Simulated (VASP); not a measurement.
A convergence study with VASP on CaO (rock salt): one setting is varied, all else stays as given below, so the limit is that of these other settings. Each run relaxes cell and ions from the cell shown. The basis is that of the starting cell, so low cut-offs carry a Pulay error.

```yaml
crystal:
  lattice:
    - [0.00000, 2.40500, 2.40500]
    - [2.40500, 0.00000, 2.40500]
    - [2.40500, 2.40500, 0.00000]
  atoms:
    - { symbol: Ca, position: [0.00000, 0.00000, 0.00000] }
    - { symbol: O, position: [0.50000, 0.50000, 0.50000] }
```

Calculation: LDA (Ceperley-Alder, Perdew-Zunger), VASP's LDA PAW potentials (set 64) (plane waves; VASP). The tightest run used: 800 eV cut-off, 8×8×8 Γ-centred mesh, Gaussian smearing of 0.050 eV, potentials Ca_sv O.

Gaps are read on the run's mesh, which can miss a band edge.

### Question
The settings run are ENCUT = 250; ENCUT = 300; ENCUT = 350; ENCUT = 400; ENCUT = 450; ENCUT = 500; ENCUT = 550; ENCUT = 600; ENCUT = 650; ENCUT = 750; ENCUT = 800. From which on does the relaxed volume stay within 0.1 Å³/atom of the tightest run?

### Answer
From ENCUT = 450 on: it is off by 0.042 there and by no more than 0.1 in any finer run, while ENCUT = 400 is off by 0.209.
```csv
setting,relaxed volume (Å³/atom),E (eV/atom),gap on the mesh (eV),plane waves,difference judged (Å³/atom)
ENCUT = 250,10.890,-7.9642,3.279,262,2.255
ENCUT = 300,11.839,-7.4053,3.368,342,1.306
ENCUT = 350,12.538,-7.2012,3.397,428,0.607
ENCUT = 400,12.936,-7.1372,3.421,531,0.209
ENCUT = 450,13.103,-7.1162,3.424,620,0.042
ENCUT = 500,13.141,-7.1115,3.425,725,0.004
ENCUT = 550,13.133,-7.1119,3.425,869,0.012
ENCUT = 600,13.123,-7.1133,3.425,950,0.022
ENCUT = 650,13.123,-7.1142,3.426,1058,0.022
ENCUT = 750,13.138,-7.1146,3.428,1316,0.007
ENCUT = 800,13.145,-7.1145,3.428,1459,0.000
```

Left out are rungs that failed or repeat a setting and relaxations that didn't move; long series are thinned to 24 rows.

The compound is CaO in the rock salt structure.
